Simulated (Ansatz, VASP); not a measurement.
# NiGe in two plane-wave programs, part 2 of 2

Aim: how closely do two programs agree when they are given the same cell, functional and k mesh? The structure shown is the end of the Ansatz relaxation below.

VASP 6.6.1 and Ansatz 0.2.0.

So far: The structure; Ansatz: relaxation, PBEsol; VASP: single point, PBEsol, pair 1; Side by side.

## Step 5: Ansatz: relaxation, PBEsol

Level of this step: Ansatz beside VASP: Kohn-Sham DFT, plane waves, PBEsol (Ansatz).

This run makes the geometry at which the two programs are then compared. The cell compared in this pair holds 102.56 Å³, against 107.21 Å³ for the pair before.

The structure compared here is the end of the Ansatz relaxation.

input.yaml reads:

```yaml
crystal:
  lattice:
    - [5.14358602, 0.0, 0.0]
    - [0.0, 3.34536413, 0.0]
    - [0.0, 0.0, 5.836812944]
  atoms:
    - { symbol: Ge, position: [0.3113836, 0.75, 0.088944] }
    - { symbol: Ge, position: [0.1886164, 0.25, 0.588944] }
    - { symbol: Ge, position: [0.8113836, 0.75, 0.411056] }
    - { symbol: Ge, position: [0.6886164, 0.25, 0.911056] }
    - { symbol: Ni, position: [0.0071332, 0.25, 0.18917] }
    - { symbol: Ni, position: [0.4928668, 0.75, 0.68917] }
    - { symbol: Ni, position: [0.5071332, 0.25, 0.31083] }
    - { symbol: Ni, position: [0.9928668, 0.75, 0.81083] }
kpoints:
  mp_grid: { grid: [8, 13, 8] }
scf:
  occupations: { method: fermi_dirac, width: 0.05 }
hamiltonian:
  xc: pbesol
  pseudopotentials: { kind: paw, azcp: { folder: soft_1 }, xc_functional: pbe }
basis:
  ecutwfc: 600
output:
  forces: true
  stress: true
  write_density: true
  write_potential: true
  elf: true
  volumetric_format: npy
relax:
  f_tol: 0.005
  max_steps: 70
  cell: { stress_tol: 0.02, p_target: 0, fix: [a, b, alpha, beta, gamma] }
```

Run with:

```sh
$ ansatz run input.yaml --threads 4 --pin off --max-ram 10240MiB --backend cpu --events-out ev --progress --plain --runs-dir out
```

Numbers of over 12 decimals in the logs are rounded to 6 here.

Output:

```text
[...]
Crystal: 8 atoms, lattice volume = 100.435 Å³
Basis set: ecut = 600 eV, 3395 PW (Γ), exchange–correlation on 90×54×96 points (8 copies of the dense FFT grid, shifted against one another)
Bands: 77, of which v1, the nominal top of the filled ones, is band 64 counted from 1 (63 counted from 0)
Symmetry: 8 space group operations
[...]
k-points: 175 of 832
[...]
atoms:
    - { symbol: Ge, position: [0.309483, 0.750000, 0.081608] }
    - { symbol: Ge, position: [0.190517, 0.250000, 0.581608] }
    - { symbol: Ge, position: [0.809483, 0.750000, 0.418392] }
    - { symbol: Ge, position: [0.690517, 0.250000, 0.918392] }
    - { symbol: Ni, position: [0.0054407, 0.250000, 0.194160] }
    - { symbol: Ni, position: [0.494559, 0.750000, 0.694160] }
    - { symbol: Ni, position: [0.505441, 0.250000, 0.305840] }
    - { symbol: Ni, position: [0.994559, 0.750000, 0.805840] }
[key lines of the parts left out:]
SCF converged after 6 iterations
Free energy (F): -40236.788565 eV
Fermi energy:    16.175024 eV
P = ⅓ Tr σ = 4.9291 GPa (49.291 kbar)
```

## Step 6: VASP: single point, PBEsol, pair 2

The same cell, functional, mesh and smearing now go to VASP, with its own data sets.

INCAR reads:

```
SYSTEM = NiGe
PREC = Accurate
ENCUT = 600
EDIFF = 1E-06
NELM = 120
ISMEAR = -1
SIGMA = 0.05
LREAL = .FALSE.
ALGO = Normal
GGA = PS
NBANDS = 59
LASPH = .TRUE.
LORBIT = 11
LWAVE = .FALSE.
LCHARG = .FALSE.
ISIF = 2
GGA_COMPAT = .FALSE.
KPAR = 2
```

POSCAR reads:

```
NiGe
1.0
    5.1435860200      0.0000000000      0.0000000000
    0.0000000000      3.3453641300      0.0000000000
    0.0000000000      0.0000000000      5.9603504821
Ge Ni
4 4
Direct
    0.3094832200      0.7500000000      0.0816084656
    0.1905167800      0.2500000000      0.5816084656
    0.8094832200      0.7500000000      0.4183915344
    0.6905167800      0.2500000000      0.9183915344
    0.0054407030      0.2500000000      0.1941598063
    0.4945592970      0.7500000000      0.6941598063
    0.5054407030      0.2500000000      0.3058401937
    0.9945592970      0.7500000000      0.8058401937
```

KPOINTS reads:

```
Automatic mesh
0
Gamma
8 13 8
0 0 0
```

PAW data sets: Ge_d and Ni (PBE family, release 64).

Run with:

```sh
$ mpirun -np 2 vasp_std
```

Output:

```text
[banner, memory and clock lines left out]
running    2 mpi-ranks, on    1 nodes
[...]
[... a notice as in an earlier step ...]

 LDA part: xc-table for (Slater+PW92), standard interpolation
 POSCAR, INCAR and KPOINTS ok, starting setup
[...]
entering main loop
       N       E                     dE             d eps       ncg     rms          rms(c)
DAV:   1     0.108235779791E+04    0.10824E+04   -0.43560E+04 24433   0.475E+03
DAV:   2     0.185136733493E+03   -0.89722E+03   -0.85297E+03 20650   0.106E+03
DAV:   3    -0.342996505205E+02   -0.21944E+03   -0.20933E+03 20673   0.294E+02
DAV:   4    -0.524640890831E+02   -0.18164E+02   -0.17813E+02 23005   0.958E+01
[...]
DAV:  13    -0.471463452001E+02    0.12237E-04   -0.43311E-05 26068   0.777E-02    0.619E-03
DAV:  14    -0.471463450163E+02    0.18381E-06   -0.10734E-05 19700   0.197E-02    0.348E-03
DAV:  15    -0.471463448756E+02    0.14074E-06   -0.43971E-07 11552   0.578E-03
   1 F= -.47146345E+02 E0= -.47136381E+02  d E =-.199279E-01
```

From OUTCAR (step 6):

```text
  Total        5.3713566      4.2307907      0.1193854     -0.0000000      0.0000000      0.0000000
  in kB       83.9099318     66.0923089      1.8650081     -0.0000000      0.0000000      0.0000000
  external PRESSURE =      50.6224163 kB  Pullay stress =       0.0000000 kB

 POSITION                                       TOTAL-FORCE (eV/Angst)
 -----------------------------------------------------------------------------------
      1.59185      2.50902      0.48642        -0.002016      0.000000      0.000337
      0.97994      0.83634      3.46659         0.002016     -0.000000      0.000337
      4.16365      2.50902      2.49376        -0.002016      0.000000     -0.000337
      3.55173      0.83634      5.47394         0.002016     -0.000000     -0.000337
      0.02798      0.83634      1.15726         0.005114      0.000000     -0.000011
      2.54381      2.50902      4.13744        -0.005114      0.000000     -0.000011
      2.59978      0.83634      1.82291         0.005114      0.000000      0.000011
      5.11560      2.50902      4.80309        -0.005114      0.000000      0.000011
 -----------------------------------------------------------------------------------
    total drift:                               -0.000000     -0.000000      0.000000

  FREE ENERGIE OF THE ION-ELECTRON SYSTEM (eV)
  ---------------------------------------------------
  free  energy   TOTEN  =       -47.1463448756 eV

  energy  without entropy=      -47.1264169543  energy(sigma->0) =      -47.13638091

[... 1 part as in an earlier step ...]

[... 2 further parts left out ...]
[key lines of the parts left out:]
E-fermi :   9.4143
```

The run ends at a pressure of 5.06 GPa, with forces up to 0.0051 eV/Å.

## Step 7: Side by side

What differs besides the data sets and the points named for the pairs above, as far as they apply: the data sets hold 128 valence electrons in Ansatz (on its PAW soft_1 files) and 96 in VASP. Total energies have different zeros and are not compared.

Compared:

| quantity | Ansatz | VASP | difference |
| --- | --- | --- | --- |
| pressure (GPa) | 4.93 | 5.06 | -0.13 |

At this near-relaxed geometry the largest component of a force difference is 5 meV/Å.

## Step 8: What came out

```yaml
difference_in_pressure_single_point_pbesol_pair_1: -0.19 GPa
difference_in_pressure_single_point_pbesol_pair_2: -0.13 GPa
```

In words: The difference in pressure is -0.19 GPa (single point, PBEsol, pair 1), within the 1 GPa picked in this series as the mark of a large difference. The data sets hold unlike numbers of valence electrons (128 in Ansatz and 96 in VASP), so part of the differences comes from the potentials. Such differences can come from data sets, numerical settings and the points named under the comparisons, not from the functional's error against experiment.

[Lines on the potential files, build, host, timing and source positions are cut from VASP's logs without a mark.]

[Logs are printed without paths, hosts, clocks, repeated set-up lines and the standing remarks that a program may print on its own settings, such as how far it seeks lower states.]

[Hosts, paths, dates, database ids (printed as entryN), source tags and the programs' standing remarks are cut or masked in the printed files.]
